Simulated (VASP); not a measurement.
Output of a VASP run:

OSZICAR:
```
       N       E                     dE             d eps       ncg     rms          rms(c)
DAV:   1     0.460040256789E+02    0.46004E+02   -0.34919E+03   752   0.835E+02
DAV:   2     0.168063249318E+01   -0.44323E+02   -0.43840E+02   840   0.138E+02
DAV:   3    -0.834699170405E+00   -0.25153E+01   -0.25146E+01   936   0.386E+01
DAV:   4    -0.933143084685E+00   -0.98444E-01   -0.98378E-01  1280   0.595E+00
DAV:   5    -0.933875380639E+00   -0.73230E-03   -0.73220E-03  1064   0.423E-01    0.126E+00
DAV:   6    -0.934288980945E+00   -0.41360E-03   -0.18246E-03  1208   0.289E-01    0.763E-01
DAV:   7    -0.935147232172E+00   -0.85825E-03   -0.34664E-03   960   0.404E-01    0.465E-02
DAV:   8    -0.935256068021E+00   -0.10884E-03   -0.12823E-04  1072   0.111E-01    0.157E-02
DAV:   9    -0.935264697085E+00   -0.86291E-05   -0.70053E-06  1224   0.238E-02    0.442E-03
DAV:  10    -0.935264299292E+00    0.39779E-06   -0.30863E-06  1200   0.114E-02    0.907E-04
DAV:  11    -0.935264331037E+00   -0.31745E-07   -0.55341E-08   904   0.199E-03
   1 F= -.10640103E+01 E0= -.10640103E+01  d E =0.000000E+00
```

**OUTCAR**
```
------------------------ aborting loop because EDIFF is reached ----------------------------------------
 Edisp (eV)   -0.12875
  FORCE on cell =-STRESS in cart. coord.  units (eV):
  Direction    XX          YY          ZZ          XY          YZ          ZX
  --------------------------------------------------------------------------------------
  Total      -0.00688    -0.00688    -0.00688     0.00000     0.00000     0.00000
  in kB      -0.12403    -0.12403    -0.12403     0.00000     0.00000     0.00000
  external pressure =       -0.12 kB  Pullay stress =        0.00 kB
  volume of cell :       88.82
      direct lattice vectors                 reciprocal lattice vectors
    -2.810678276  2.810678276  2.810678276     0.000000000  0.177893003  0.177893003
     2.810678276 -2.810678276  2.810678276     0.177893003  0.000000000  0.177893003
     2.810678276  2.810678276 -2.810678276     0.177893003  0.177893003  0.000000000
 POSITION                                       TOTAL-FORCE (eV/Angst)
 -----------------------------------------------------------------------------------
      0.00000      0.00000      0.00000         0.000000      0.000000     -0.000000
 -----------------------------------------------------------------------------------
    total drift:                               -0.000000     -0.000000      0.000000
  FREE ENERGIE OF THE ION-ELECTRON SYSTEM (eV)
  ---------------------------------------------------
  free  energy   TOTEN  =        -1.0640103440 eV

  energy  without entropy=       -1.0640103440  energy(sigma->0) =       -1.06401034

 total charge

# of ion       s       p       d       tot
------------------------------------------
    1        1.965   5.320   0.005   7.290
```
(Selected blocks of OUTCAR.)

### POSCAR
```
Rb
1
   -2.8106782760     2.8106782760     2.8106782760
    2.8106782760    -2.8106782760     2.8106782760
    2.8106782760     2.8106782760    -2.8106782760
Rb
1
Direct
  0.0000000000   0.0000000000   0.0000000000
```

**Question.** Write an INCAR and KPOINTS that could have produced this output.

**Answer.** Several could match; the one computed here: the input of the run itself, PBE GGA with D3 dispersion (zero damping), plane waves, VASP's PBE PAW potentials (set 64).

### INCAR
```
ISMEAR = -5
GGA = PE   # PBE
ISIF = 2
LCHARG = .TRUE.
NEDOS = 601   # DOS grid
LREAL = .FALSE.   # projection in real space or not
PREC = Accurate
ENCUT = 520   # plane-wave cut-off (eV)
LWAVE = .FALSE.
IVDW = 11   # D3, zero damping
EDIFF = 1E-7
LMAXMIX = 4   # l cut-off of mixed one-centre charges
ALGO = Normal
LORBIT = 11   # lm-projected
LASPH = .TRUE.
NELM = 100   # most electronic steps
SYSTEM = Rb
```

File KPOINTS:
```
Automatic mesh
0
Gamma
10 10 10
0 0 0
```

POTCAR, in this order: Rb_sv (PBE.64 set). Program: vasp_std.

For a metal the tetrahedron method with Blöchl corrections gives inexact stress and forces.

The compound is Rb in the bcc structure. It was relaxed first.
